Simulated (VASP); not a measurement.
An input for Ansatz (written as the equivalent of a VASP run, and not itself run):

Ansatz 0.2 input:
```yaml
crystal:
  lattice:
    - [0.0000000, 2.4195481, 2.4195481]
    - [2.4195481, 0.0000000, 2.4195481]
    - [2.4195481, 2.4195481, 0.0000000]
  atoms:
    - { symbol: Ca, position: [0.0000000, 0.0000000, 0.0000000] }
    - { symbol: O, position: [0.5000000, 0.5000000, 0.5000000] }
kpoints:
  mp_grid: { grid: [11, 11, 11] }
hamiltonian:
  xc: pbe
  pseudopotentials: { kind: paw }
scf:
  occupations: { method: tetrahedron }
  max_iter: 100
output: { forces: true, stress: true, eigenvalues: true }
```

Question: Write the VASP files for the same calculation (PBE).

Answer: Several could match; the one computed here: 
**POSCAR**
```
CaO
1
    0.0000000000     2.4195481198     2.4195481198
    2.4195481198    -0.0000000000     2.4195481198
    2.4195481198     2.4195481198    -0.0000000000
Ca O
1 1
Direct
  0.0000000000   0.0000000000   0.0000000000
  0.5000000000   0.5000000000   0.5000000000
```

INCAR:
```
SYSTEM = CaO
PREC = Accurate; ENCUT = 520; LREAL = .FALSE.
LASPH = .TRUE.
EDIFF = 1E-7; NELM = 100; ALGO = Normal
ISMEAR = -5
GGA = PE
ISIF = 2
LWAVE = .FALSE.; LCHARG = .TRUE.; LORBIT = 11
NEDOS = 601
```

**KPOINTS**
```
Automatic mesh
0
Gamma
11 11 11
0 0 0
```

POTCAR, in this order: Ca_sv O (PBE.64 set). Program: vasp_std.

The two are equivalent in intent, not identical: each code has its own PAW files, so the cut-off isn't converted (ENCUT is set for VASP's; basis.ecutwfc is left out, and Ansatz then takes the one that its files recommend); Ansatz stops its SCF on the density residual and VASP on the energy change (EDIFF).

The compound is CaO in the rock salt structure. It was relaxed first.
